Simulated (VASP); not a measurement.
Input for VASP

File KPOINTS:
```
K-points
0
G
7 7 2
```

**INCAR**
```
ALGO = Normal   # blocked Davidson
SYSTEM = Al3GaSb4
EDIFF = 1E-7   # SCF stop (eV)
LREAL = .False.
ENCUT = 400
ISMEAR = -5   # tetrahedra, Bloechl
LEFG = .True.
LMAXMIX = 4   # l cut-off of mixed one-centre charges
GGA = PS   # PBEsol
LORBIT = 11   # lm-projected
LASPH = .True.   # aspherical one-centre terms
NELM = 100   # most electronic steps
LCHARG = .True.
PREC = Accurate
NEDOS = 601   # DOS grid
ISIF = 2
LWAVE = .False.
```

### POSCAR
```
Al3GaSb4
1
   -0.0000000000     3.0783125388     3.0783125388
    3.0783125388    -0.0000000000     3.0783125388
   12.3027888244    12.3027888244     0.0104613305
Ga Sb Al
1 4 3
Direct
  0.0000783756   0.0000783756   0.9999412183
  0.2515786519   0.2515786519   0.0613160111
  0.2504726306   0.2504726306   0.3121455270
  0.2496842138   0.2496842138   0.5627368396
  0.2486428545   0.2486428545   0.8135178592
  0.0008494405   0.0008494405   0.2493629197
  0.9999584770   0.9999584770   0.5000311423
  0.9987353560   0.9987353560   0.7509484829
```

POTCAR, in this order: Ga_d Sb Al (PBE.64 set). Program: vasp_std.

**Question.** Write an equivalent input for Ansatz.

**Answer.** One equivalent input (not run):
Ansatz 0.2 input:
```yaml
crystal:
  lattice:
    - [0.0000000, 3.0783125, 3.0783125]
    - [3.0783125, 0.0000000, 3.0783125]
    - [12.3027888, 12.3027888, 0.0104613]
  atoms:
    - { symbol: Ga, position: [0.0000784, 0.0000784, 0.9999412] }
    - { symbol: Sb, position: [0.2515787, 0.2515787, 0.0613160] }
    - { symbol: Sb, position: [0.2504726, 0.2504726, 0.3121455] }
    - { symbol: Sb, position: [0.2496842, 0.2496842, 0.5627368] }
    - { symbol: Sb, position: [0.2486429, 0.2486429, 0.8135179] }
    - { symbol: Al, position: [0.0008494, 0.0008494, 0.2493629] }
    - { symbol: Al, position: [0.9999585, 0.9999585, 0.5000311] }
    - { symbol: Al, position: [0.9987354, 0.9987354, 0.7509485] }
kpoints:
  mp_grid: { grid: [7, 7, 2] }
hamiltonian:
  xc: pbesol
  pseudopotentials: { kind: paw }
scf:
  occupations: { method: tetrahedron }
  max_iter: 100
output: { forces: true, stress: true, eigenvalues: true }
```
Limits of the translation: each code has its own PAW files, so the cut-off isn't converted (ENCUT is set for VASP's; basis.ecutwfc is left out, and Ansatz then takes the one that its files recommend); Ansatz stops its SCF on the density residual and VASP on the energy change (EDIFF); the field gradients of LEFG aren't asked of the other code.

The structure was generated: Al3GaSb4 was put into an ordered model structure (R3m), which need not be its known phase. It was relaxed first.
